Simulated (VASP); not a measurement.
# NaSb2Au (P-3m1) in VASP: settings compared

Aim: see how the results for NaSb2Au move with the level of theory and the settings. Levels: r2SCAN, SCAN, TPSS. Tasks: band structure.

Everything below comes from runs of VASP 6.6.1. Logs are shortened: lines on timing, memory, paths and dates and some standing lists are left out, and cuts for length are marked.

### 1 Starting point

It takes space group P-3m1 (No. 164, trigonal). Conventional cell: a = 4.357 Å, b = 4.357 Å, c = 6.818 Å, α = 90.00°, β = 90.00°, γ = 120.00°. Around Na (site symmetry -3m) lie 6 Sb at 3.31 Å and 2 Au at 3.41 Å. Sb (site symmetry 3m) is surrounded by 3 Au at 2.81 Å. Around Au (site symmetry -3m) lie 6 Sb at 2.81 Å.

The cell was built by a generator and needn't be a form met in nature.

### 2 Band structure, r2SCAN

Input file INCAR:

```
PREC     = Accurate       # precision mode
ENCUT    = 520            # plane-wave cutoff, eV
EDIFF    = 1E-6           # SCF threshold, eV
ISMEAR   = -1             # smearing method
SIGMA    = 0.05           # smearing width, eV
LREAL    = False          # projectors in reciprocal space
LASPH    = True           # aspherical terms in the spheres
NELM     = 80             # most SCF steps
ALGO     = Normal         # electronic algorithm
ISIF     = 2              # what is computed and relaxed
LWAVE    = False          # write WAVECAR
LCHARG   = False          # write CHGCAR
LMAXMIX  = 4              # l up to which the mixer works
METAGGA  = R2SCAN         # meta-GGA
LMIXTAU  = True
```

Input file KPOINTS:

```
Automatic mesh
0
Gamma
  5 5 3
```

Input file POSCAR:

```
NaSb2Au
1.0
    4.3573000000      0.0000000000      0.0000000000
   -2.1786500000      3.7735400000      0.0000000000
    0.0000000000      0.0000000000      6.8184700000
Na Sb Au
1 2 1
Direct
    0.0000000000      0.0000000000      0.5000000000
    0.6666700000      0.3333300000      0.8163200000
    0.3333300000      0.6666700000      0.1836800000
    0.0000000000      0.0000000000      0.0000000000
```

Input file KPOINTS_OPT:

```
path GMKGALHA,LM,KH
15
line-mode
reciprocal
 0.0000000000  0.0000000000  0.0000000000  G
 0.5000000000  0.0000000000  0.0000000000  M

 0.5000000000  0.0000000000  0.0000000000  M
 0.3333333333  0.3333333333  0.0000000000  K

 0.3333333333  0.3333333333  0.0000000000  K
 0.0000000000  0.0000000000  0.0000000000  G

 0.0000000000  0.0000000000  0.0000000000  G
 0.0000000000  0.0000000000  0.5000000000  A

 0.0000000000  0.0000000000  0.5000000000  A
 0.5000000000  0.0000000000  0.5000000000  L

 0.5000000000  0.0000000000  0.5000000000  L
 0.3333333333  0.3333333333  0.5000000000  H

 0.3333333333  0.3333333333  0.5000000000  H
 0.0000000000  0.0000000000  0.5000000000  A

 0.5000000000  0.0000000000  0.5000000000  L
 0.5000000000  0.0000000000  0.0000000000  M

 0.3333333333  0.3333333333  0.0000000000  K
 0.3333333333  0.3333333333  0.5000000000  H
```

Potentials or basis: VASP PAW PBE potentials, release 64 (Na_pv, Sb, Au).

Started as:

```
$ cat potpaw_PBE.64/Na_pv/POTCAR potpaw_PBE.64/Sb/POTCAR potpaw_PBE.64/Au/POTCAR > POTCAR
$ mpirun -np 1 vasp_std > vasp.out
```

OUTCAR:

```text
PREC = Accurate
   ENCUT = 520
   EDIFF = 1E-6
   ISMEAR = -1
   LREAL = False
   LASPH = True
   NELM = 80
   ISIF = 2
   METAGGA = R2SCAN

 ion  position               nearest neighbor table
   1  0.000  0.000  0.500-
   2  0.667  0.333  0.816-   4 2.81   4 2.81   4 2.81   3 3.55   3 3.55   3 3.55
   3  0.333  0.667  0.184-   4 2.81   4 2.81   4 2.81   2 3.55   2 3.55   2 3.55
   4  0.000  0.000  0.000-   2 2.81   3 2.81   2 2.81   3 2.81   2 2.81   3 2.81

  LATTYP: Found a hexagonal cell.
 ALAT       =     4.3573000000
 C/A-ratio  =     1.5648383173

  Lattice vectors:

 A1 = (   4.3573000000,   0.0000000000,   0.0000000000)
 A2 = (  -2.1786500000,   3.7735400000,   0.0000000000)
 A3 = (   0.0000000000,   0.0000000000,   6.8184700000)

Analysis of symmetry for initial positions (statically):
=====================================================================
 Subroutine PRICEL returns:
 Original cell was already a primitive cell.

 Routine SETGRP: Setting up the symmetry group for a
 hexagonal supercell.

 Subroutine GETGRP returns: Found  4 space group operations
 (whereof  4 operations were pure point group operations)
 out of a pool of 24 trial point group operations.

The static configuration has the point symmetry C_2h.

Analysis of symmetry for dynamics (positions and initial velocities):
=====================================================================
 Subroutine PRICEL returns:
 Original cell was already a primitive cell.

 Routine SETGRP: Setting up the symmetry group for a
 hexagonal supercell.

 Subroutine GETGRP returns: Found  4 space group operations
 (whereof  4 operations were pure point group operations)
 out of a pool of 24 trial point group operations.

The dynamic configuration has the point symmetry C_2h.

 Subroutine INISYM returns: Found  4 space group operations
 (whereof  4 operations are pure point group operations),
 and found     1 'primitive' translations

----------------------------------------------------------------------------------------

                                     Primitive cell

  volume of cell :     112.1123

  direct lattice vectors                    reciprocal lattice vectors
     4.357300000  0.000000000  0.000000000     0.229499920  0.132501577  0.000000000
    -2.178650000  3.773540000  0.000000000     0.000000000  0.265003154  0.000000000
     0.000000000  0.000000000  6.818470000     0.000000000  0.000000000  0.146660468

  length of vectors
     4.357300000  4.357306502  6.818470000     0.265003549  0.265003154  0.146660468

  position of ions in fractional coordinates (direct lattice)
     0.000000000  0.000000000  0.500000000
     0.666670000  0.333330000  0.816320000
     0.333330000  0.666670000  0.183680000
     0.000000000  0.000000000  0.000000000

  ion indices of the primitive-cell ions
   primitive index   ion index
                 1           1
                 2           2
                 3           3
                 4           4

----------------------------------------------------------------------------------------

 KPOINTS: Automatic mesh

Automatic generation of k-mesh.
 Grid dimensions read from file:
 generate k-points for:    5    5    3

 Generating k-lattice:

  Cartesian coordinates                     Fractional coordinates (reciprocal lattice)
     0.045899984  0.026500315  0.000000000     0.200000000  0.000000000  0.000000000
     0.000000000  0.053000631  0.000000000     0.000000000  0.200000000  0.000000000
     0.000000000  0.000000000  0.048886823     0.000000000  0.000000000  0.333333333

  Length of vectors
     0.053000710  0.053000631  0.048886823

  Shift w.r.t. Gamma in fractional coordinates (k-lattice)
     0.000000000  0.000000000  0.000000000

 Subroutine IBZKPT returns following result:
 ===========================================

 Found     24 irreducible k-points:

 Following reciprocal coordinates:
            Coordinates               Weight
  0.000000  0.000000  0.000000      1.000000
  0.200000 -0.000000  0.000000      4.000000
 -0.200000  0.200000  0.000000      2.000000
  0.400000 -0.000000  0.000000      4.000000
 -0.400000  0.400000  0.000000      2.000000
  0.200000  0.200000  0.000000      2.000000
[... 16 lines left out ...]
  0.400000  0.400000  0.333333      4.000000
 -0.400000 -0.200000  0.333333      4.000000
   k-points           NKPTS =     24   k-points in BZ     NKDIM =     24   number of bands    NBANDS=     18
   number of dos      NEDOS =    301   number of ions     NIONS =      4
   total plane-waves  NPLWV =  55296
   dimension x,y,z NGX =    32 NGY =   32 NGZ =   54
   dimension x,y,z NGXF=    64 NGYF=   64 NGZF=  108
   ions per type =               1   2   1
   NGX,Y,Z   is equivalent  to a cutoff of  12.21, 12.21, 13.17 a.u.
   NGXF,Y,Z  is equivalent  to a cutoff of  24.42, 24.42, 26.33 a.u.
 SYSTEM =  unknown system
   PREC   = accura    normal or accurate (medium, high low for compatibility)
   ISTART =      0    job   : 0-new  1-cont  2-samecut
   ICHARG =      2    charge: 1-file 2-atom 10-const
   ISPIN  =      1    spin polarized calculation?
   LNONCOLLINEAR =      F non collinear calculations
   LSORBIT =      F    spin-orbit coupling
   LASPH  =      T    aspherical Exc in radial PAW
   ENCUT  =  520.0 eV  38.22 Ry    6.18 a.u.   8.10  8.10 12.68*2*pi/ulx,y,z
   NELM   =     80;   NELMIN=  2; NELMDL= -5     # of ELM steps
   EDIFF  = 0.1E-05   stopping-criterion for ELM
   LREAL  =      F    real-space projection
   EDIFFG = 0.1E-04   stopping-criterion for IOM
   NSW    =      0    number of steps for IOM
   IBRION =     -1    ionic relax: 0-MD 1-quasi-New 2-CG
   NFREE  =      0    steps in history (QN), initial steepest desc. (CG)
   ISIF   =      2    stress and relaxation
   ISYM   =      2    0-nonsym 1-usesym 2-fastsym
   POTIM  = 0.5000    time-step for ionic-motion
   TEBEG  =    0.0;   TEEND  =   0.0 temperature during run
   PSTRESS=    0.0 pullay stress
   NELECT =      28.0000    total number of electrons
   NUPDOWN=      -1.0000    fix difference up-down
   EMIN   =  10.00;   EMAX   =-10.00  energy-range for DOS
   EFERMI =   0.00;   METHOD = LEGACY
   ISMEAR =    -1;   SIGMA  =   0.05  broadening in eV -4-tet -1-fermi 0-gaus
   EFERMI_NEDOS =   21; number of points for ismear=-14 and -15
   IALGO  =     38    algorithm
   IMIX   =      4    mixing-type and parameters
     AMIX     =   0.40;   BMIX     =  1.00
     AMIX_MAG =   1.60;   BMIX_MAG =  1.00
  volume/ion in A,a.u.               =      28.03       189.14
  Fermi-wavevector in a.u.,A,eV,Ry     =   1.030963  1.948237 14.461423  1.062885
  Thomas-Fermi vector in A             =   2.165087
   LORBIT       =      0    0 simple, 1 ext, 2 COOP (PROOUT), +10 PAW based schemes
   METAGGA = R2SCAN    functional components
   LHFCALC =     F    Hartree Fock is set to
   AEXX    =    0.0000 exact exchange contribution
   IVDW    =     0    specifies the selected vdW correction
   LEPSILON=     F    determine dielectric tensor
   LRPA    =     F    only Hartree local field effects (RPA)
 non-spin polarized calculation
  energy-cutoff  :      520.00
  volume of cell :      112.11
 maximum number of plane-waves:      3042
   NGX = 17   NGY = 17   NGZ = 25

 number of electron      27.9999988 magnetization

 Free energy of the ion-electron system (eV)
  ---------------------------------------------------
  ext. energy  EPLUGINS =         0.00000000
  ---------------------------------------------------
  free energy    TOTEN  =      -106.28635279 eV

  energy without entropy =     -106.27502853  energy(sigma->0) =     -106.28069066

 E-fermi :   5.4196     XC(G=0):  -9.6051

 val. band max:        5.3519957578   @ k =   0.0000   0.0000   0.0000
 cond. band min:       5.4809468582   @ k =   0.2000   0.2000   0.0000
 fundamental gap:      0.1289511005
 Fermi energy:         5.4195988453

 k-point     1 :       0.0000    0.0000    0.0000
  band No.  band energies     occupation
      1     -20.4341      2.00000
      2     -20.4339      2.00000
      3     -20.4161      2.00000
      4      -6.7132      2.00000
      5      -3.7784      2.00000
      6      -1.0555      2.00000
[... 10 lines left out ...]
     17       7.8933      0.00000
     18       9.0254      0.00000

 k-point     2 :       0.2000   -0.0000    0.0000
  band No.  band energies     occupation
      1     -20.4358      2.00000
      2     -20.4345      2.00000
      3     -20.4157      2.00000
      4      -6.2938      2.00000
      5      -3.9752      2.00000
      6      -0.8996      2.00000
[... 10 lines left out ...]
     17       8.4524      0.00000
     18       9.7059      0.00000

 k-point     3 :      -0.2000    0.2000    0.0000
  band No.  band energies     occupation
      1     -20.4360      2.00000
      2     -20.4344      2.00000
      3     -20.4157      2.00000
      4      -6.2938      2.00000
      5      -3.9752      2.00000
      6      -0.8996      2.00000
[... 10 lines left out ...]
     17       8.4524      0.00000
     18       9.7059      0.00000

 k-point     4 :       0.4000   -0.0000    0.0000
  band No.  band energies     occupation
      1     -20.4389      2.00000
      2     -20.4352      2.00000
      3     -20.4151      2.00000
      4      -5.2432      2.00000
      5      -4.3941      2.00000
      6      -0.9460      2.00000
[... 375 lines left out ...]
      4      -4.6370      2.00000
      5      -4.6141      2.00000
      6      -1.0474      2.00000
[... 10 lines left out ...]
     17       8.4510      0.00000
     18      10.2255      0.00000

 k-point    23 :       0.4000    0.4000    0.3333
  band No.  band energies     occupation
      1     -20.4389      2.00000
      2     -20.4364      2.00000
      3     -20.4150      2.00000
      4      -4.6370      2.00000
      5      -4.6140      2.00000
      6      -1.0474      2.00000
[... 10 lines left out ...]
     17       8.4510      0.00000
     18      10.2255      0.00000

 k-point    24 :      -0.4000   -0.2000    0.3333
  band No.  band energies     occupation
      1     -20.4387      2.00000
      2     -20.4365      2.00000
      3     -20.4150      2.00000
      4      -4.6370      2.00000
      5      -4.6141      2.00000
      6      -1.0474      2.00000
[... 10 lines left out ...]
     17       8.4510      0.00000
     18      10.2255      0.00000

------------------------ aborting loop because EDIFF is reached ----------------------------------------

  FORCE on cell =-STRESS in cart. coord.  units (eV):
  Direction    XX          YY          ZZ          XY          YZ          ZX
  --------------------------------------------------------------------------------------
  -------------------------------------------------------------------------------------
  Total       -1.0536328     -1.0551044     -1.1867054     -0.0012709     -0.0000244      0.0000423
  in kB      -15.0572787    -15.0783105    -16.9589958     -0.0181621     -0.0003483      0.0006048
  external PRESSURE =     -15.6981950 kB  Pullay stress =       0.0000000 kB

 VOLUME and BASIS-vectors are now :
 -----------------------------------------------------------------------------
  energy-cutoff  :      520.00
  volume of cell :      112.11
      direct lattice vectors                 reciprocal lattice vectors
     4.357300000  0.000000000  0.000000000     0.229499920  0.132501577  0.000000000
    -2.178650000  3.773540000  0.000000000     0.000000000  0.265003154  0.000000000
     0.000000000  0.000000000  6.818470000     0.000000000  0.000000000  0.146660468

 POSITION                                       TOTAL-FORCE (eV/Angst)
 -----------------------------------------------------------------------------------
      0.00000      0.00000      3.40923         0.000000      0.000000      0.000000
      2.17867      1.25783      5.56605        -0.000102      0.000059      0.154358
     -0.00002      2.51571      1.25242         0.000102     -0.000059     -0.154358
      0.00000      0.00000      0.00000         0.000000      0.000000      0.000000
 -----------------------------------------------------------------------------------
    total drift:                               -0.000000      0.000000      0.000000

  FREE ENERGIE OF THE ION-ELECTRON SYSTEM (eV)
  ---------------------------------------------------
  free  energy   TOTEN  =      -106.2863527881 eV

  energy  without entropy=     -106.2750285281  energy(sigma->0) =     -106.28069066
```

It took 4.7 min on 1 thread of Intel Xeon 6975P-C (Granite Rapids), shared host; peak memory 0.27 GiB.

What came out:

```yaml
Free_energy: -106.2864 eV
Pressure: -1.6 GPa
Largest_force: 0.154 eV/Å
Band_gap_along_the_path: none (metal or under the smearing width)
```

Forces on the atoms (eV/Å):
```
Na   0.000  0.000  0.000
Sb   0.000  0.000  0.154
Sb   0.000  0.000 -0.154
Au   0.000  0.000  0.000
```

Levels at the corners of the path, in eV from the Fermi level:
| point | band 11 | band 12 | band 13 | band 14 | band 15 | band 16 | band 17 | band 18 |
| --- | --- | --- | --- | --- | --- | --- | --- | --- |
| Γ | -3.46 | -0.07 | -0.07 | 0.56 | 1.23 | 1.23 | 2.47 | 3.61 |
| M | -3.96 | -3.61 | -2.54 | -1.89 | 0.25 | 1.72 | 1.82 | 3.98 |
| M | -3.96 | -3.61 | -2.54 | -1.89 | 0.25 | 1.72 | 1.82 | 3.98 |
| K | -5.32 | -2.53 | -2.53 | -2.09 | -0.05 | -0.05 | 2.54 | 5.56 |
| K | -5.32 | -2.53 | -2.53 | -2.09 | -0.05 | -0.05 | 2.54 | 5.56 |
| Γ | -3.46 | -0.07 | -0.07 | 0.56 | 1.23 | 1.23 | 2.47 | 3.61 |
| Γ | -3.46 | -0.07 | -0.07 | 0.56 | 1.23 | 1.23 | 2.47 | 3.61 |
| A | -2.36 | -1.37 | -0.14 | -0.14 | 1.40 | 1.40 | 3.21 | 3.33 |
| A | -2.36 | -1.37 | -0.14 | -0.14 | 1.40 | 1.40 | 3.21 | 3.33 |
| L | -4.17 | -4.04 | -2.45 | -0.91 | 0.47 | 1.29 | 2.49 | 4.02 |
| L | -4.17 | -4.04 | -2.45 | -0.91 | 0.47 | 1.29 | 2.49 | 4.03 |
| H | -5.29 | -2.94 | -2.94 | -2.53 | 1.21 | 1.21 | 4.26 | 4.44 |
| H | -5.29 | -2.94 | -2.94 | -2.53 | 1.21 | 1.21 | 4.26 | 4.44 |
| A | -2.36 | -1.37 | -0.14 | -0.14 | 1.40 | 1.40 | 3.21 | 3.33 |
| L | -4.17 | -4.04 | -2.45 | -0.91 | 0.47 | 1.29 | 2.49 | 4.02 |
| M | -3.96 | -3.61 | -2.54 | -1.89 | 0.25 | 1.72 | 1.82 | 3.98 |
| K | -5.32 | -2.53 | -2.53 | -2.09 | -0.05 | -0.05 | 2.54 | 5.56 |
| H | -5.29 | -2.94 | -2.94 | -2.53 | 1.21 | 1.21 | 4.25 | 4.44 |

Caveat: the PAW data sets were made with another functional, which shifts forces and pressure a little; spin-orbit coupling is left out, which moves the levels of the heavy elements.

(Part 1 of 3 ends here.)
